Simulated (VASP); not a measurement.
A run of VASP 6.6.1 is set up as follows.

Contents of INCAR:

```
PREC = Accurate
ENCUT = 520
EDIFF = 1E-6
ISMEAR = 1
SIGMA = 0.2
LREAL = False
LASPH = True
NELM = 100
ALGO = Fast
ISIF = 2
LWAVE = False
LCHARG = True
GGA = RE
LELF = True
LVHAR = True
NBANDS = 16
ISYM = 0
```

Contents of KPOINTS:

```
Automatic mesh
0
Gamma
  6 6 3
  0.5 0.5 0.5
```

Contents of POSCAR:

```
ZnRe
1.0
    2.7482183400      0.0000000000      0.0000000000
   -1.3741091700      2.3800269000      0.0000000000
    0.0000000000      0.0000000000      4.4940660000
Zn Re
1 1
Direct
    0.0000000000      0.0000000000      0.0000000000
    0.3333333318      0.6666666709      0.5000000000
```

Potentials or basis: VASP PAW PBE potentials, release 64 (Zn, Re).

Launch:

```bash
$ cat potpaw_PBE.64/Zn/POTCAR potpaw_PBE.64/Re/POTCAR > POTCAR
$ mpirun -np 1 vasp_std > vasp.out
```

(1) Predict the band gap on the k mesh.

(2) What does it give for the pressure?

Answers

(1) none (metal or under the smearing width).

(2) 1.3 GPa.

Caveat: the k mesh is coarse (spacing up to 0.47 Å⁻¹), so the values aren't converged; the PAW data sets were made with another functional, which shifts forces and pressure a little.
